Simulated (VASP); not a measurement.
# MnCuAs: structure and properties in VASP, part 6 of 8

What structure does MnCuAs take at this level, and what are its properties? The start is a computed cell from the Materials Project.

VASP 6.6.1, plane waves and PAW; the level of theory is named at each step.

Still holding for the runs below: The magnetic order is the lowest of the few collinear ones that converged above; longer or canted patterns were not tried.

So far, largest spin moment in the PAW sphere (μB): step 2 (magnetic order: ferromagnetic) 3.38; step 4 (magnetic order: antiferromagnetic, q = (0, 0, 1/2)) 3.47; step 5 (magnetic order: antiferromagnetic, q = (1/2, 1/2, 1/2)) 3.45; step 6 (magnetic order: antiferromagnetic, q = (1/2, 1/2, 0)) 3.40; step 8 (relaxing cell and atoms (PBEsol)) 3.02. The relaxed cell has a = 3.571, c = 6.314 Å (conventional setting).

### Step 12. Total and projected DOS (PBEsol)

Level of this step: PBEsol, spin-polarised from an antiferromagnetic start; plane waves and PAW (Mn_pv, Cu, As) (VASP).

A density of states needs more k-points than a total energy; ISMEAR = -5 takes tetrahedra, and LORBIT projects the states on the PAW spheres. The mesh is finer than in the run before.

File INCAR:

```
SYSTEM = MnCuAs
PREC = Accurate
ENCUT = 400
EDIFF = 1E-06
NELM = 100
ISMEAR = -5
SIGMA = 0.2
LREAL = .FALSE.
ALGO = Normal
GGA = PS
NBANDS = 48
ISPIN = 2
MAGMOM = 3.025 -3.025 0 0 0.011 -0.011
LASPH = .TRUE.
LMAXMIX = 4
LORBIT = 11
LWAVE = .FALSE.
LCHARG = .FALSE.
KPAR = 8
NEDOS = 2001
```

File POSCAR:

```
MnCuAs
1.0
    3.5711713683      0.0000000000      0.0000000000
    0.0000000000      3.5711713683      0.0000000000
    0.0000000000      0.0000000000      6.3137112322
Mn Cu As
2 2 2
Direct
    0.0000000000      0.5000000000      0.1495031497
    0.5000000000      0.0000000000      0.8504968503
    0.0000000000      0.0000000000      0.5000000000
    0.5000000000      0.5000000000      0.5000000000
    0.0000000000      0.5000000000      0.7765449474
    0.5000000000      0.0000000000      0.2234550526
```

File KPOINTS:

```
Automatic mesh
0
Gamma
9 9 5
0 0 0
```

The projector-augmented-wave data sets are Mn_pv, Cu and As (PBE family, release 64).

On the command line:

```bash
mpirun -np 8 vasp_std
```

What it wrote:

```text
[... set-up lines as in an earlier step ...]
 entering main loop
       N       E                     dE             d eps       ncg     rms          rms(c)
DAV:   1     0.524309469089E+03    0.52431E+03   -0.23626E+04  9416   0.138E+03
DAV:   2     0.712858082929E+01   -0.51718E+03   -0.48661E+03  8656   0.375E+02
DAV:   3    -0.418723444986E+02   -0.49001E+02   -0.44761E+02  9880   0.126E+02
DAV:   4    -0.434154864641E+02   -0.15431E+01   -0.15351E+01 10512   0.252E+01
DAV:   5    -0.434555170096E+02   -0.40031E-01   -0.40027E-01 10528   0.396E+00    0.209E+01
DAV:   6    -0.413252969688E+02    0.21302E+01   -0.37967E+01 11424   0.114E+02    0.139E+01
DAV:   7    -0.385692919272E+02    0.27560E+01   -0.97699E+00 11304   0.563E+01    0.454E+00
DAV:   8    -0.386367010894E+02   -0.67409E-01   -0.87962E-01 13672   0.133E+01    0.387E+00
DAV:   9    -0.386040096133E+02    0.32691E-01   -0.36085E-01 13024   0.110E+01    0.191E+00
DAV:  10    -0.385792866640E+02    0.24723E-01   -0.70383E-02 12880   0.435E+00    0.724E-01
DAV:  11    -0.385771311098E+02    0.21556E-02   -0.14649E-02 12728   0.267E+00    0.212E-01
DAV:  12    -0.385774943045E+02   -0.36319E-03   -0.29211E-03 10944   0.281E-01    0.751E-02
DAV:  13    -0.385774972773E+02   -0.29728E-05   -0.10219E-04 11096   0.778E-02    0.418E-02
DAV:  14    -0.385775108763E+02   -0.13599E-04   -0.20908E-05 13272   0.781E-02    0.149E-02
DAV:  15    -0.385775086274E+02    0.22489E-05   -0.46897E-06 10336   0.214E-02    0.868E-03
DAV:  16    -0.385775026940E+02    0.59334E-05   -0.13466E-07  5560   0.176E-02    0.413E-03
DAV:  17    -0.385775048578E+02   -0.21638E-05    0.11499E-06  5648   0.914E-03    0.226E-03
DAV:  18    -0.385775034333E+02    0.14245E-05   -0.20501E-07  5112   0.335E-03    0.103E-03
DAV:  19    -0.385775032767E+02    0.15665E-06   -0.10382E-07  5088   0.266E-03
   1 F= -.38577503E+02 E0= -.38577503E+02  d E =0.000000E+00  mag=     0.0000
 -----------------------------------------------------------------------------
|                                                                             |
|           W    W    AA    RRRRR   N    N  II  N    N   GGGG   !!!           |
|           W    W   A  A   R    R  NN   N  II  NN   N  G    G  !!!           |
|           W    W  A    A  R    R  N N  N  II  N N  N  G       !!!           |
|           W WW W  AAAAAA  RRRRR   N  N N  II  N  N N  G  GGG   !            |
|           WW  WW  A    A  R   R   N   NN  II  N   NN  G    G                |
|           W    W  A    A  R    R  N    N  II  N    N   GGGG   !!!           |
|                                                                             |
|     Tetrahedron method does not include variations of the Fermi             |
|     occupations, so forces and stress will be inaccurate. We suggest        |
|     using a different smearing scheme ISMEAR = 1 or 2 for metals in         |
|     relaxations.                                                            |
|                                                                             |
 -----------------------------------------------------------------------------
```

Elapsed: 18 s, on 8 MPI ranks of AMD EPYC 9R45, shared host; peak memory 2.4 GiB; 2.4 min of CPU time.

Parts of OUTCAR (step 12):

```text
   k-points           NKPTS =     45   k-points in BZ     NKDIM =     45   number of bands    NBANDS=     48

   NELECT =      58.0000    total number of electrons

 E-fermi :   8.8096

 spin component 1
 k-point     1 :       0.0000    0.0000    0.0000
  band No.  band energies     occupation
    ...
     26       6.6950      1.00000
     27       7.5987      1.00000
     28       7.9844      1.00000
     29       8.4344      1.00000
     30       8.4344      1.01302
     31       9.0182      0.00000
     32      10.2850      0.00000
     33      10.6137      0.00000
     34      10.6137      0.00000
     35      11.6740      0.00000
    ...

 k-point     2 :       0.1111    0.0000    0.0000
  band No.  band energies     occupation
    ...
     26       6.9550      1.00000
     27       7.4047      1.00000
     28       7.9721      1.00000
     29       8.4652      1.00000
     30       8.5722      1.06412
     31       9.1293      0.00000
     32       9.8700      0.00000
     33      10.7915      0.00000
     34      10.9925      0.00000
     35      11.6723      0.00000
    ...

  Total        0.1920608      0.1920608      0.2408035      0.0000000      0.0000000      0.0000000
  in kB        3.8215819      3.8215819      4.7914534      0.0000000      0.0000000      0.0000000
  external PRESSURE =       4.1448724 kB  Pullay stress =       0.0000000 kB

 POSITION                                       TOTAL-FORCE (eV/Angst)
 -----------------------------------------------------------------------------------
      0.00000      1.78559      0.94392        -0.000000     -0.000000     -0.016576
      1.78559      0.00000      5.36979        -0.000000      0.000000      0.016576
      0.00000      0.00000      3.15686        -0.000000     -0.000000      0.000000
      1.78559      1.78559      3.15686        -0.000000      0.000000      0.000000
      0.00000      1.78559      4.90288        -0.000000     -0.000000     -0.033234
      1.78559      0.00000      1.41083         0.000000      0.000000      0.033234
 -----------------------------------------------------------------------------------
    total drift:                                0.000000      0.000000     -0.000000

  FREE ENERGIE OF THE ION-ELECTRON SYSTEM (eV)
  ---------------------------------------------------
  free  energy   TOTEN  =       -38.5775032767 eV

  energy  without entropy=      -38.5775032767  energy(sigma->0) =      -38.57750328

 magnetization (x)
# of ion       s       p       d       tot
------------------------------------------
    1        0.030   0.037   2.994   3.062
    2       -0.030  -0.037  -2.994  -3.062
    3        0.000   0.000   0.000   0.000
    4        0.000   0.000   0.000   0.000
    5       -0.009   0.019  -0.004   0.006
    6        0.009  -0.019   0.004  -0.006
--------------------------------------------------
tot          0.000   0.000   0.000   0.000

[... 7 parts as in an earlier step ...]

[... 9 further parts left out ...]
```

With tetrahedra the forces and stress of a metal are not exact derivatives of the energy.

Numbers from this step:

```
SCF cycles             : 19
irreducible k-points   : 45
Fermi energy           : 8.810 eV
pressure               : 0.4145 GPa
DOS at the Fermi level : 1.712 states/eV/cell
```

Spin moment in the PAW sphere by atom:

```csv
atom,spin moment in the PAW sphere (μB)
Mn1,3.06
Mn2,-3.06
Cu3,0.00
Cu4,0.00
As5,0.01
As6,-0.01
```

The density of states has structure finer than the step of the table below, so its rows give means over 1 eV, whole bins alone (the curve runs from -12.0 to 3.54 eV). Peaks (eV: height): total -4.2: 16.4, -3.5: 16.1, -3.3: 16.9, -3.1: 15.7; Cu d -4.9: 4.86, -4.2: 11.3, -3.5: 11.7, -3.3: 12.9; Mn d -2.6: 4.24, -2.0: 7.93, -1.8: 7.33, 0.8: 6.29; As p -6.9: 0.801, -4.9: 1.78, -4.3: 0.681, -1.8: 0.618; Cu p -4.9: 0.323, -4.2: 0.462, -3.1: 0.195, -1.8: 0.181.

States under -12.0 eV and over 3.5 eV are left out; both spin channels agree and are summed. Table of density of states by energy, zero at the Fermi level; means over each step; 7 of 9 lines; values in states/eV/cell:

| energy (eV) | total | Cu d | Mn d | As p | Cu p | Mn p | Cu s |
| --- | --- | --- | --- | --- | --- | --- | --- |
| -9 | 0 | 0 | 0 | 0 | 0 | 0 | 0 |
| -8 | 0.248 | 0.0118 | 0.00902 | 0.0438 | 0.00669 | 0.00461 | 0.0354 |
| -7 | 2.97 | 0.299 | 0.161 | 0.531 | 0.0764 | 0.0591 | 0.353 |
| -6 | 2.35 | 0.598 | 0.165 | 0.407 | 0.0774 | 0.0529 | 0.113 |
| -5 | 6.27 | 2.82 | 0.628 | 0.900 | 0.166 | 0.110 | 0.0564 |
| -4 | 8.56 | 5.94 | 0.748 | 0.338 | 0.187 | 0.0755 | 0.0233 |
| -3 | 11.2 | 6.76 | 2.68 | 0.311 | 0.135 | 0.0630 | 0.0360 |
| -2 | 5.74 | 1.37 | 3.24 | 0.275 | 0.0720 | 0.0445 | 0.0284 |
| -1 | 3.62 | 0.504 | 2.05 | 0.265 | 0.0794 | 0.0528 | 0.0289 |
| 0 | 2.55 | 0.221 | 1.56 | 0.141 | 0.0520 | 0.0352 | 0.0308 |
| 1 | 5.59 | 0.298 | 3.84 | 0.274 | 0.0841 | 0.0542 | 0.0718 |
| 2 | 3.19 | 0.176 | 1.67 | 0.330 | 0.0793 | 0.0716 | 0.0969 |
| 3 | 2.06 | 0.111 | 0.560 | 0.228 | 0.0937 | 0.0877 | 0.145 |

The finer mesh and the other smearing move the Fermi level by -0.06 eV from the 6×6×4 run, one measure of the sampling error in the zero of the bands above. Of the states within 0.3 eV of the Fermi level, the largest shares in the PAW spheres are Mn d 61 %, Cu d 9 % and As p 6 %. The rest lies in smaller channels or between the spheres.

[end of part 6 of 8]

[Lines on the potential files, build, host, timing and source positions are cut from VASP's logs without a mark.]

[Logs are printed without paths, hosts, clocks, repeated set-up lines and the standing remarks that a program may print on its own settings, such as how far it seeks lower states.]

[Hosts, paths, dates, database ids (printed as entryN), source tags and the programs' standing remarks are cut or masked in the printed files.]

[A measured line is paired with the nearest computed mode of its activity, which favours agreement.]
